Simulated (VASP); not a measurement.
Write the native input for VASP 6.6.1 that does the following.

* Task: relaxation of the atoms
* Functional: PBE
* Potentials or basis: VASP PAW PBE potentials, release 64 (Cd, Sn_d, O)
* Cutoff: 520 eV
* k mesh: 2 × 2 × 2
* Occupations: fermi-dirac, width 0.05 eV
* Spin: no spin polarisation
* Further INCAR settings: ALGO = Fast; EDIFF = 1e-06; IBRION = 2; EDIFFG = -0.01; NSW = 40; NELECT = 624.0

The structure of CdSn23O48 lies in POSCAR:

```
CdSn23O48
1.0
    9.4748000000      0.0000000000      0.0000000000
    0.0000000000      9.4748000000      0.0000000000
    0.0000000000      0.0000000000      9.5592000000
Cd Sn O
1 23 48
Direct
    0.0000000000      0.0000000000      0.0000000000
    0.0000000000      0.0000000000      0.3333333300
    0.0000000000      0.0000000000      0.6666666700
    0.0000000000      0.5000000000      0.0000000000
    0.0000000000      0.5000000000      0.3333333300
    0.0000000000      0.5000000000      0.6666666700
    0.5000000000      0.0000000000      0.0000000000
    0.5000000000      0.0000000000      0.3333333300
    0.5000000000      0.0000000000      0.6666666700
    0.5000000000      0.5000000000      0.0000000000
    0.5000000000      0.5000000000      0.3333333300
    0.5000000000      0.5000000000      0.6666666700
    0.2500000000      0.2500000000      0.1666666700
    0.2500000000      0.2500000000      0.5000000000
    0.2500000000      0.2500000000      0.8333333300
    0.2500000000      0.7500000000      0.1666666700
    0.2500000000      0.7500000000      0.5000000000
    0.2500000000      0.7500000000      0.8333333300
    0.7500000000      0.2500000000      0.1666666700
    0.7500000000      0.2500000000      0.5000000000
    0.7500000000      0.2500000000      0.8333333300
    0.7500000000      0.7500000000      0.1666666700
    0.7500000000      0.7500000000      0.5000000000
    0.7500000000      0.7500000000      0.8333333300
    0.1528000000      0.1528000000      0.0000000000
    0.1528000000      0.1528000000      0.3333333300
    0.1528000000      0.1528000000      0.6666666700
    0.1528000000      0.6528000000      0.0000000000
    0.1528000000      0.6528000000      0.3333333300
    0.1528000000      0.6528000000      0.6666666700
    0.6528000000      0.1528000000      0.0000000000
    0.6528000000      0.1528000000      0.3333333300
    0.6528000000      0.1528000000      0.6666666700
    0.6528000000      0.6528000000      0.0000000000
    0.6528000000      0.6528000000      0.3333333300
    0.6528000000      0.6528000000      0.6666666700
    0.0972000000      0.4028000000      0.1666666700
    0.0972000000      0.4028000000      0.5000000000
    0.0972000000      0.4028000000      0.8333333300
    0.0972000000      0.9028000000      0.1666666700
    0.0972000000      0.9028000000      0.5000000000
    0.0972000000      0.9028000000      0.8333333300
    0.5972000000      0.4028000000      0.1666666700
    0.5972000000      0.4028000000      0.5000000000
    0.5972000000      0.4028000000      0.8333333300
    0.5972000000      0.9028000000      0.1666666700
    0.5972000000      0.9028000000      0.5000000000
    0.5972000000      0.9028000000      0.8333333300
    0.3472000000      0.3472000000      0.0000000000
    0.3472000000      0.3472000000      0.3333333300
    0.3472000000      0.3472000000      0.6666666700
    0.3472000000      0.8472000000      0.0000000000
    0.3472000000      0.8472000000      0.3333333300
    0.3472000000      0.8472000000      0.6666666700
    0.8472000000      0.3472000000      0.0000000000
    0.8472000000      0.3472000000      0.3333333300
    0.8472000000      0.3472000000      0.6666666700
    0.8472000000      0.8472000000      0.0000000000
    0.8472000000      0.8472000000      0.3333333300
    0.8472000000      0.8472000000      0.6666666700
    0.4028000000      0.0972000000      0.1666666700
    0.4028000000      0.0972000000      0.5000000000
    0.4028000000      0.0972000000      0.8333333300
    0.4028000000      0.5972000000      0.1666666700
    0.4028000000      0.5972000000      0.5000000000
    0.4028000000      0.5972000000      0.8333333300
    0.9028000000      0.0972000000      0.1666666700
    0.9028000000      0.0972000000      0.5000000000
    0.9028000000      0.0972000000      0.8333333300
    0.9028000000      0.5972000000      0.1666666700
    0.9028000000      0.5972000000      0.5000000000
    0.9028000000      0.5972000000      0.8333333300
```

The cell comes from a database or a generator and needn't be the stable form of this composition.

These files were run (other wordings do the same):

INCAR

```
PREC = Accurate
ENCUT = 520
EDIFF = 1E-6
ISMEAR = -1
SIGMA = 0.05
LREAL = False
LASPH = True
NELM = 80
ALGO = Fast
ISIF = 2
LWAVE = False
LCHARG = False
GGA = PE
IBRION = 2
NSW = 40
EDIFFG = -0.01
NELECT = 624.0
```

KPOINTS

```
regular mesh
0
Gamma
  2 2 2
```

Potentials or basis: VASP PAW PBE potentials, release 64 (Cd, Sn_d, O).

Run with:

```sh
$ cat potpaw_PBE.64/Cd/POTCAR potpaw_PBE.64/Sn_d/POTCAR potpaw_PBE.64/O/POTCAR > POTCAR
$ mpirun -np 8 vasp_std > vasp.out
```

It gave:

The energy gained by relaxing is 21.9 meV/atom. The ionic steps are 29. The largest force after relaxing is 0.009 eV/Å. The band gap on the k mesh is 0.95 eV, direct.

Caveat: the cell is charged against a uniform background, so pressure and absolute levels hang on convention; spin-orbit coupling is left out, which moves the levels of the heavy elements.

Run time: 110 min on 8 MPI ranks on AMD EPYC 9R45 (Zen 5), with other jobs on the host, peak memory 0.46 GiB a rank.
